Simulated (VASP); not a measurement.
An input for Quantum ESPRESSO's pw.x (written as the equivalent of a VASP run, and not itself run):

```
&CONTROL
  calculation = 'vc-relax'
  pseudo_dir = './pseudo'
  outdir = './out'
  tprnfor = .true.
  tstress = .true.
  nstep = 60
  forc_conv_thr = 0.00078
/
&SYSTEM
  ibrav = 0
  nat = 8
  ntyp = 3
  ecutwfc = 80
  occupations = 'smearing'
  smearing = 'methfessel-paxton'
  degauss = 0.00735
  input_dft = 'pbesol'
/
&ELECTRONS
  conv_thr = 7.3e-08
  electron_maxstep = 100
/
&IONS
/
&CELL
/
ATOMIC_SPECIES
  Al 26.982 Al.upf
  Sb 121.760 Sb.upf
  P 30.974 P.upf
CELL_PARAMETERS angstrom
     0.0000000    2.8114869    2.8114869
     2.8114869   -0.0000000    2.8114869
    11.3080245   11.3080245   -0.0620768
ATOMIC_POSITIONS crystal
  Al   0.0277428  0.0277428  0.9791929
  Al   0.9742489  0.9742489  0.2693134
  Al   0.9920323  0.9920323  0.5059758
  Al   0.0091008  0.0091008  0.7431744
  Sb   0.2443696  0.2443696  0.0667228
  P    0.2339680  0.2339680  0.3245240
  P    0.2505467  0.2505467  0.5620900
  P    0.2679909  0.2679909  0.7990068
K_POINTS automatic
  9 9 2 0 0 0
```

Problem. Translate this input to VASP (INCAR, KPOINTS, POSCAR, choice of POTCAR).

Solution. One answer among several that fit: 
File KPOINTS:
```
Automatic mesh
0
Gamma
9 9 2
0 0 0
```

INCAR:
```
! general
SYSTEM  = Al4P3Sb
PREC    = Accurate
ENCUT   = 400
LREAL   = .FALSE.
LASPH   = .TRUE.

! electronic loop
EDIFF   = 1E-6
NELM    = 100
ALGO    = Normal
LMAXMIX = 4

! smearing
ISMEAR  = 1
SIGMA   = 0.1

! functional
GGA     = PS

! ions
IBRION  = 2
NSW     = 60
ISIF    = 3
EDIFFG  = -0.02

! output
LWAVE   = .FALSE.
LCHARG  = .FALSE.
```

POSCAR:
```
Al4P3Sb
1.0
  0.0000000000   2.8114869163   2.8114869163
  2.8114869163   0.0000000000   2.8114869163
 11.3080244595  11.3080244595  -0.0620767944
Al Sb P
4 1 3
Cartesian
 11.1507356183  11.1507356183   0.0952120471
  5.7844899642   5.7844899642   5.4614577007
  8.5106723632   8.5106723632   5.5467622186
  8.4294207955   8.4294207955   0.0050399531
  1.4415451236   1.4415451236   1.3699417927
  4.3275232305   4.3275232305   1.2954506029
  7.0605358144   7.0605358144   1.3739249353
  9.7886417941   9.7886417941   1.4573058707
```

POTCAR, in this order: Al Sb P (PBE.64 set). Program: vasp_std.

What does not carry over: the potentials are each code's own (VASP's PAW set, PseudoDojo norm-conserving files in pw.x), so ENCUT and ecutwfc are chosen apart and not converted; conv_thr bounds pw.x's estimated SCF error, while EDIFF bounds the energy change between steps; forc_conv_thr acts on force components and is met together with etot_conv_thr.

The structure was generated: Al4P3Sb was put into an ordered model structure (R3m), which need not be its known phase. This run relaxes it. Symmetry was kept, so distortions that lower it aren't found. The start is the result of an earlier pass.
